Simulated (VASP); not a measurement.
Take CrO$_{2}$ (rutile), against free atoms with fixed spin and no zero-point term, in VASP with PAW potentials, and its cohesive energy.

### Question
One run gives 4.81 eV/atom. Which level is it?
A. PBE-D3(BJ)
B. PBEsol
C. RPBE

### Answer
C, RPBE.  The others give 5.76 (PBEsol), 5.49 (PBE-D3(BJ)).

Only levels that ran to the end are used. Left out are those held back, those with too coarse a band path, GW runs whose mesh misses a band edge, hybrids' fits of cells that aren't cubic and levels without matching references; a question may draw on a part of the rest.
